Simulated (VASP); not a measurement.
VASP ran on this input.

File POSCAR:
```
TlHg
1
    3.6886732144     0.0000000000    -0.0000000000
    0.0000000000     3.6886732144     0.0000000000
   -0.0000000000     0.0000000000     3.6886732144
Tl Hg
1 1
Direct
  0.5000000000   0.5000000000   0.5000000000
  0.0000000000   0.0000000000   0.0000000000
```

File KPOINTS:
```
kpoints
0
Gamma
  9 9 9
0 0 0
```

**INCAR**
```
SYSTEM = TlHg
PREC = Accurate
ENCUT = 400
EDIFF = 1E-8
NELM = 100
ALGO = Normal
LREAL = .FALSE.
LASPH = .TRUE.
ISMEAR = 1
SIGMA = 0.1
LMAXMIX = 6
LWAVE = .FALSE.
LCHARG = .FALSE.
IBRION = 1
ISIF = 2
NSW = 30
EDIFFG = -0.001
```

POTCAR, in this order: Tl_d Hg (LDA.64 set). Program: vasp_std.

Q: Translate this LDA calculation to Quantum ESPRESSO's pw.x.

A: One equivalent input (not run):
```
&CONTROL
  calculation = 'relax'
  pseudo_dir = './pseudo'
  outdir = './out'
  tprnfor = .true.
  tstress = .true.
  nstep = 30
  forc_conv_thr = 3.9e-05
/
&SYSTEM
  ibrav = 0
  nat = 2
  ntyp = 2
  ecutwfc = 62
  occupations = 'smearing'
  smearing = 'methfessel-paxton'
  degauss = 0.00735
  input_dft = 'pz'
/
&ELECTRONS
  conv_thr = 7.3e-10
  electron_maxstep = 100
/
&IONS
/
ATOMIC_SPECIES
  Tl 204.380 Tl.upf
  Hg 200.592 Hg.upf
CELL_PARAMETERS angstrom
     3.6886732    0.0000000   -0.0000000
     0.0000000    3.6886732    0.0000000
    -0.0000000    0.0000000    3.6886732
ATOMIC_POSITIONS crystal
  Tl   0.5000000  0.5000000  0.5000000
  Hg   0.0000000  0.0000000  0.0000000
K_POINTS automatic
  9 9 9 0 0 0
```
The two are equivalent in intent, not identical: the potentials are each code's own (VASP's PAW set, PseudoDojo norm-conserving files in pw.x), so ENCUT and ecutwfc are chosen apart and not converted; conv_thr bounds pw.x's estimated SCF error, while EDIFF bounds the energy change between steps; forc_conv_thr acts on force components and is met together with etot_conv_thr.

The structure comes from a computed database's TlHg entry (Pm-3m); how it stands against other phases isn't given here. It was relaxed first, which changed the volume by -12 %. The start is the result of an earlier pass.
